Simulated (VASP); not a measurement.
A run of VASP 6.6.1:

INCAR

```
SYSTEM = Sb
PREC = Accurate ; ENCUT = 520
EDIFF = 1E-7 ; ISMEAR = -1
SIGMA = 0.05 ; LREAL = .False.
LASPH = .True. ; NELM = 80
ALGO = Normal ; ISIF = 2
LWAVE = .False. ; LCHARG = .False.
GGA = PS ; NBANDS = 8
```

The input KPOINTS:

```
regular mesh
0
Gamma
  12 12 12
  0 0 0
```

Contents of POSCAR:

```
Sb
1.0
   -1.5775790000      1.5802120000      2.7118280000
    1.5669920000     -1.5442780000      2.6847840000
    1.6042890000      1.5709880000     -2.6909380000
Sb
1
Direct
    0.0177470000      0.0046650000      0.0170070000
```

Potentials or basis: VASP PAW PBE potentials, release 64 (Sb).

Launch:

```sh
$ cat potpaw_PBE.64/Sb/POTCAR > POTCAR
$ mpirun -np 1 vasp_std > vasp.out
```

Hardware: 1 thread of Intel(R) Xeon(R) Platinum 8488C (Sapphire Rapids), on a shared host.

Question: How long does it take, and how much memory?

Answer: Wall time 81 s on 1 thread of Intel(R) Xeon(R) Platinum 8488C (Sapphire Rapids) (shared host), peak memory 0.31 GiB. Counts: scf iterations 9, k points 868.
